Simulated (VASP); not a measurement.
Data:

```
HfC
1.0
    0.00000     2.32355     2.32355
    2.32355     0.00000     2.32355
    2.32355     2.32355     0.00000
Hf C
1 1
Direct
  0.00000   0.00000   0.00000
  0.50000   0.50000   0.50000
```

These are PBE GGA, VASP's PBE PAW potentials (set 64) (plane waves; VASP) values and carry that method's errors. Settings: 520 eV cut-off, 14×14×14 Γ-centred mesh, first-order Methfessel-Paxton smearing of 0.10 eV, potentials Hf_pv C.

### Question
Give the energy at these volumes per atom, relative to the lowest: 11.79, 12.17, 12.55, 12.92, 13.30 Å³.

### Answer
37.3, 8.8, 0.0, 8.1, 30.8 meV/atom. A third-order Birch-Murnaghan fit gives B0 = 240 GPa and B0′ = 4.0.

Measured: a 4.638 Å (computed value off by +0.2 %), as given by Guo-Xu Zhang et al., New Journal of Physics (2018), doi:10.1088/1367-2630/aac7f0. The calculation is for a static lattice, while the measured a holds thermal and zero-point effects, which are part of the difference.

The compound is HfC in the rock salt structure. It was relaxed first.
